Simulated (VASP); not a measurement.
Given:

```
CELL_PARAMETERS angstrom
     -1.59858     1.59858     1.59858
      1.59858    -1.59858     1.59858
      1.59858     1.59858    -1.59858
ATOMIC_POSITIONS crystal
  Nb 0.00000 0.00000 0.00000
```

Calculation: LDA (Ceperley-Alder, Perdew-Zunger), VASP's LDA PAW potentials (set 64) (plane waves; VASP 6.6.1). Settings: 500 eV cut-off, 16×16×16 Γ-centred mesh, first-order Methfessel-Paxton smearing of 0.10 eV, potentials Nb_sv.

Energy and stress use the plane-wave basis of the starting cell.

Q: The ions, cell shape and volume at an external pressure of 20.0 GPa are relaxed. Give the cell that the relaxation ends in.

A: 
```
CELL_PARAMETERS angstrom
     -1.57703     1.57703     1.57703
      1.57703    -1.57703     1.57703
      1.57703     1.57703    -1.57703
ATOMIC_POSITIONS crystal
  Nb 0.00000 0.00000 0.00000
```
Space group Im-3m (229), at a tolerance of 0.03 Å.

Q: How do energy and volume change from the first to the last step?

A: The energy (σ→0) changes by +60.2 meV/atom and the volume by -4.0 %, in 4 ionic steps.

The compound is Nb in the bcc structure. This run relaxes it under an external pressure of 20 GPa. Symmetry was kept, so distortions that lower it aren't found.
